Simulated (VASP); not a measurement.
Shape and ions are relaxed at each volume.

Given:

Er has the hexagonal space group P6₃/mmc (No. 194), the hcp (Mg type) structure, Pearson symbol hP2. Cell: a = b = 3.531 Å, c = 5.504 Å, α = β = 90.00°, γ = 120.00°. Er on 2c sees 12 Er at 3.425–3.531 Å (anticuboctahedral). (Neighbours: up to the widest gap in distance over summed covalent radii, below 1.35, at either atom.)

Level of theory: rev-vdW-DF2, VASP's PBE PAW potentials (set 64) (plane waves; VASP). Numerical set-up: 520 eV cut-off, 12×12×7 Γ-centred mesh, first-order Methfessel-Paxton smearing of 0.10 eV, potentials Er_3.

The 4f electrons are frozen in the core of the lanthanide potential, so 4f levels, which can set the real gap, and their magnetism are missing.

Question: Give the energy at these volumes per atom, relative to the lowest: 27.85, 28.74, 29.63, 30.51, 31.40 Å³.

Answer: 17.5, 4.6, 0.0, 2.8, 12.5 meV/atom. A third-order Birch-Murnaghan fit gives B0 = 44.6 GPa and B0′ = 2.2.

Measured: bulk modulus 44.4 GPa (computed value off by +0.5 %), as given by Wikipedia, Erbium (infobox). The calculation is for a static lattice, while the measured bulk modulus holds thermal and zero-point effects, which are part of the difference.

The compound is Er in the hcp structure. It was relaxed first.
